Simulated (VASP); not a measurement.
The system is Zr3MoC.

```xyz
5
Lattice="4.9425 0.0000 0.0000 0.0000 4.9425 0.0000 0.0000 0.0000 4.9425" Properties=species:S:1:pos:R:3 pbc="T T T"
Zr    2.4713    0.0000    0.0000
Zr    0.0000    2.4713    0.0000
Zr    0.0000    0.0000    2.4713
Mo    0.0000    0.0000    0.0000
C     2.4713    2.4713    2.4713
```

The cell was built by a generator and needn't be a form met in nature.

| Property | Result |
| --- | --- |
| Program | VASP 6.6.1 |
| Task | relaxation of cell and atoms |
| Functional | RPBE |
| Potentials or basis | VASP PAW PBE potentials, release 64 (Zr_sv, Mo_sv, C) |
| Cutoff | 600 eV |
| k mesh | 6 × 6 × 6 |
| Occupations | gaussian, width 0.05 eV |
| Spin | no spin polarisation |

At the start: pressure 1.5 GPa; volume 24.15 Å³/atom.

Task: How do energy, volume and symmetry change on relaxing?

Result: Over 3 steps the energy falls by 2.4 meV/atom and the volume is 24.66 Å³/atom (+2.1 %); space group Pm-3m (No. 221, to 0.05 Å).

Step by step:
```
step  energy change (eV)  largest force (eV/Å)  pressure (GPa)  volume (Å³)
   1              0.0000                0.0000            1.52       120.74
   2             -0.0082                0.0000           -0.80       124.78
   3             -0.0119                0.0000            0.00       123.30
```

Final structure:
```
Zr Mo C
1.0
     4.97725    0.00000    0.00000
     0.00000    4.97725    0.00000
     0.00000    0.00000    4.97725
Zr Mo C
3 1 1
Cartesian
  2.4886 0.0000 0.0000
  0.0000 2.4886 0.0000
  0.0000 0.0000 2.4886
  0.0000 0.0000 0.0000
  2.4886 2.4886 2.4886
```

Caveat: the PAW data sets were made with another functional, which shifts forces and pressure a little.
